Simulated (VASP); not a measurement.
A convergence study with VASP on Ir (fcc): a few settings are varied, all else stays as given below, so the limit is that of these other settings. The cell's lengths are 1 % over those of the tabulated start, so it is off equilibrium.

```
CELL_PARAMETERS angstrom
      0.00000     1.93920     1.93920
      1.93920     0.00000     1.93920
      1.93920     1.93920     0.00000
ATOMIC_POSITIONS crystal
  Ir 0.00000 0.00000 0.00000
```

Calculation: PBEsol GGA, VASP's PBE PAW potentials (set 64) (plane waves; VASP). The last row used: 900 eV cut-off, 14×14×14 Γ-centred mesh, first-order Methfessel-Paxton smearing of 0.10 eV, potentials Ir.

Energies of different potentials or hybrids have different zeros.

| setting | E (eV/atom) | pressure (GPa) | plane waves |
|---|---|---|---|
| ENCUT = 300 | ___ | ___ | 190 |
| ENCUT = 400 | -9.7888 | -12.24 | 283 |
| ENCUT = 520 | -9.7887 | -12.30 | 411 |
| ENCUT = 700 | -9.7888 | ___ | 636 |
| ENCUT = 900 | -9.7887 | -12.24 | 934 |

Fill in the missing entries.

- ENCUT = 300, E (eV/atom): -9.7913
- ENCUT = 300, pressure (GPa): -13.09
- ENCUT = 700, pressure (GPa): -12.25

Left out are rungs that failed or repeat a setting and relaxations that didn't move; long series are thinned to 24 rows.

The compound is Ir in the fcc structure. The cell was not relaxed at this level.
